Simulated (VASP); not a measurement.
# N on Ni(100): which site?, part 3 of 3

Which site of Ni(100) does N prefer, and what does it do to the work function?

VASP 6.6.1, plane waves and PAW; the level of theory is named at each step.

Still holding for the runs below: The magnetic state follows from one typed start and may not be the lowest.

So far, largest spin moment in the PAW sphere (μB): step 2 (the bulk reference, job relaxation, k-mesh 19×19×19) 0.684; step 4 (relaxing the slab) 0.786; step 6 (relaxing the adsorbate, site ontop) 0.775; step 8 (relaxing the adsorbate, site hollow) 0.758.

### Step 10. Relaxing the adsorbate, site bridge

Contents of INCAR:

```
SYSTEM = Ni16N
PREC = Normal
ENCUT = 440
EDIFF = 1E-05
NELM = 120
ISMEAR = 1
SIGMA = 0.15
LREAL = Auto
ALGO = Fast
GGA = RP
NBANDS = 120
ISPIN = 2
MAGMOM = 1 1 1 1 1 1 1 1 1 1 1 1 1 1 1 1 0
LASPH = .TRUE.
LMAXMIX = 4
LORBIT = 11
LWAVE = .FALSE.
LCHARG = .FALSE.
KPAR = 2
NCORE = 2
IBRION = 2
NSW = 50
ISIF = 2
EDIFFG = -0.03
POTIM = 0.4
MAXMIX = 40
IDIPOL = 3
LDIPOL = .TRUE.
DIPOL = 0.5 0.5 0.512
```

Contents of POSCAR:

```
Ni16N
1.0
    5.0272167418      0.0000000000      0.0000000000
    0.0000000000      5.0272167418      0.0000000000
    0.0000000000      0.0000000000     20.3321685729
Ni N
16 1
Selective dynamics
Direct
    0.2500000000      0.2500000000      0.3688735900  F F F
    0.7500000000      0.2500000000      0.3688735900  F F F
    0.2500000000      0.7500000000      0.3688735900  F F F
    0.7500000000      0.7500000000      0.3688735900  F F F
    0.0000000000      0.0000000000      0.4562912000  F F F
    0.5000000000      0.0000000000      0.4562912000  F F F
    0.0000000000      0.5000000000      0.4562912000  F F F
    0.5000000000      0.5000000000      0.4562912000  F F F
    0.2500000000      0.2500000000      0.5453232500  T T T
    0.7500000000      0.2500000000      0.5453232500  T T T
    0.2500000000      0.7500000000      0.5453232500  T T T
    0.7500000000      0.7500000000      0.5453232500  T T T
    0.0000000000      0.0000000000      0.6298322300  T T T
    0.5000000000      0.0000000000      0.6298322300  T T T
    0.0000000000      0.5000000000      0.6298322300  T T T
    0.5000000000      0.5000000000      0.6298322300  T T T
    0.2500000000      0.0000000000      0.6986886400  T T T
```

Contents of KPOINTS:

```
Automatic mesh
0
Gamma
5 5 1
0 0 0
```

PAW data sets: Ni and N (PBE family, release 64).

The run is started by

```sh
$ mpirun -np 4 vasp_std
```

Wall time 15 min (4 MPI ranks of Intel Xeon Platinum 8559C (Emerald Rapids), shared host); peak memory 1.8 GiB.

The run keeps the 4 symmetry operations of its start, so it cannot find a distortion of lower symmetry.

Relaxation path:

```
step  energy less that of the first step (eV)  largest force (eV/Å)
   1                                   0.0000                3.2337
   2                                  -0.4825                0.6780
   3                                  -0.4825                0.6753
   4                                  -0.5162                0.3566
   5                                  -0.5312                0.1268
   6                                  -0.5313                0.1354
   7                                  -0.5342                0.1147
   8                                  -0.5343                0.1710
   9                                  -0.5365                0.0790
  10                                  -0.5367                0.0548
  11                                  -0.5368                0.0450
  12                                  -0.5368                0.0508
  13                                  -0.5368                0.0482
  14                                  -0.5368                0.0457
  15                                  -0.5373                0.0303
  16                                  -0.5379                0.0383
  17                                  -0.5379                0.0249
```

The atoms that moved most (Å):

```
atom      dx      dy      dz  length
 N17   0.000   0.000  -0.143   0.143
Ni14   0.012   0.000   0.118   0.119
Ni13  -0.012   0.000   0.118   0.119
Ni15  -0.011   0.000  -0.044   0.046
Ni16   0.011   0.000  -0.044   0.046
Ni11   0.000   0.001  -0.036   0.036
 Ni9   0.000  -0.001  -0.036   0.036
Ni12   0.000   0.018  -0.011   0.021
```

Final coordinates:

```
Ni N
1.0
     5.02722    0.00000    0.00000
     0.00000    5.02722    0.00000
     0.00000    0.00000   20.33217
Ni N
16 1
Direct
  0.25000 0.25000 0.36887
  0.75000 0.25000 0.36887
  0.25000 0.75000 0.36887
  0.75000 0.75000 0.36887
  0.00000 0.00000 0.45629
  0.50000 0.00000 0.45629
  0.00000 0.50000 0.45629
  0.50000 0.50000 0.45629
  0.25000 0.24984 0.54353
  0.75000 0.24645 0.54478
  0.25000 0.75016 0.54353
  0.75000 0.75355 0.54478
  0.99763 0.00000 0.63564
  0.50237 0.00000 0.63564
  0.99785 0.50000 0.62765
  0.50215 0.50000 0.62765
  0.25000 0.00000 0.69164
```

Spin moment in the PAW sphere by atom:

```
atom  spin moment in the PAW sphere (μB)
 Ni1                               0.753
 Ni2                               0.751
 Ni3                               0.753
 Ni4                               0.751
 Ni5                               0.705
 Ni6                               0.705
 Ni7                               0.689
 Ni8                               0.689
 Ni9                               0.721
Ni10                               0.620
Ni11                               0.721
Ni12                               0.620
Ni13                               0.115
Ni14                               0.115
Ni15                               0.692
Ni16                               0.692
 N17                               0.016
```

The run ended after 17 ionic steps, 0.538 eV below its first step, once the forces on the free atoms met EDIFFG = -0.03.

### Step 11. Potential and states with the adsorbate, site bridge

INCAR, as its differences from that of step 10:

```diff
@@ -3,3 +3,3 @@
 ENCUT = 440
-EDIFF = 1E-05
+EDIFF = 1E-06
 NELM = 120
@@ -20,8 +20,2 @@
 NCORE = 2
-IBRION = 2
-NSW = 50
-ISIF = 2
-EDIFFG = -0.03
-POTIM = 0.4
-MAXMIX = 40
 IDIPOL = 3
@@ -29 +23,4 @@
 DIPOL = 0.5 0.5 0.512
+LVHAR = .TRUE.
+LVACPOTAV = .TRUE.
+NEDOS = 1500
```

Contents of POSCAR:

```
Ni16N
1.0
    5.0272167418      0.0000000000      0.0000000000
    0.0000000000      5.0272167418      0.0000000000
    0.0000000000      0.0000000000     20.3321685729
Ni N
16 1
Selective dynamics
Direct
    0.2500000000      0.2500000000      0.3688735900  F F F
    0.7500000000      0.2500000000      0.3688735900  F F F
    0.2500000000      0.7500000000      0.3688735900  F F F
    0.7500000000      0.7500000000      0.3688735900  F F F
    0.0000000000      0.0000000000      0.4562912000  F F F
    0.5000000000      0.0000000000      0.4562912000  F F F
    0.0000000000      0.5000000000      0.4562912000  F F F
    0.5000000000      0.5000000000      0.4562912000  F F F
    0.2500000000      0.2498384118      0.5435305232  T T T
    0.7500000000      0.2464520997      0.5447833378  T T T
    0.2500000000      0.7501615882      0.5435305232  T T T
    0.7500000000      0.7535479003      0.5447833378  T T T
    0.9976304367      0.0000000000      0.6356360112  T T T
    0.5023695633      0.0000000000      0.6356360112  T T T
    0.9978538095      0.5000000000      0.6276533024  T T T
    0.5021461905      0.5000000000      0.6276533024  T T T
    0.2500000000      0.0000000000      0.6916406408  T T T
```

KPOINTS is that of step 10.

The run is started by

```sh
$ mpirun -np 4 vasp_std
```

Elapsed: 4.6 min, on 4 MPI ranks; peak memory 1.7 GiB.

The map of layer states is cut here 0.5 eV above the Fermi level, so it leaves out the states above that.

At the end the adsorbate's closest contact with the slab is N-Ni at 1.70 Å, 1.27 Å to the side of the slab's atom, and its lowest atom lies 1.14 Å above the highest atom of the slab.

The vacuum level lies 5.61 eV above the Fermi level at the upper face; the two faces differ by 0.91 eV, the step that the slab's dipole of 0.127 e·Å makes.

VASP counts the dipole in electrons times Å, so a positive number points the physical dipole along −c.

The program found no field-free point at its default tolerance, but its printed level agrees with the flat part of the planar average.

On this mesh the fine structure of the density of states is sampling noise, and high empty states may be cut by the number of bands.

### Step 12. The sites side by side

This step: adsorption sites, RPBE; plane waves and PAW (VASP 6.6.1).

No new run; the numbers come from the runs before.

The site's symmetry is kept, so a site may be a saddle point. All sites:

```
  site  adsorption energy (eV)  height over the top layer (Å)  shortest distance to the metal (Å)  bond in the molecule (Å)  change of the work function (eV)  sideways move (Å)
 ontop                   2.291                          1.629                               1.624                         -                             1.219                  0
hollow                 -0.6869                         0.3579                               1.844                         -                            0.2344                  0
bridge                  0.7798                           1.22                               1.705                         -                            0.9114                  0
```

Each adsorption energy is the energy with the adsorbate less the clean slab (-73.042 eV) and the reference (-8.129 eV, half of N2).

### Step 13. What came out

| Quantity | Value |
| --- | --- |
| ontop start | 2.29 eV |
| hollow start | -0.69 eV |
| bridge start | 0.78 eV |

Among the starts that kept their site, N is lowest at the hollow site of Ni(100), at -0.69 eV against half of N2; bridge lies 1.47 eV higher and ontop lies 2.98 eV higher. At that site the work function rises by 0.23 eV from 4.70 eV. Symmetry was kept, so any start that stayed on its site may sit on a saddle point. The slab is thin, and zero-point and thermal parts are left out.

[Lines on the potential files, build, host, timing and source positions are cut from VASP's logs without a mark.]

[Logs are printed without paths, hosts, clocks, repeated set-up lines and the standing remarks that a program may print on its own settings, such as how far it seeks lower states.]

[Hosts, paths, dates, database ids (printed as entryN), source tags and the programs' standing remarks are cut or masked in the printed files.]

[Runs that stopped without an error message from VASP are left out.]
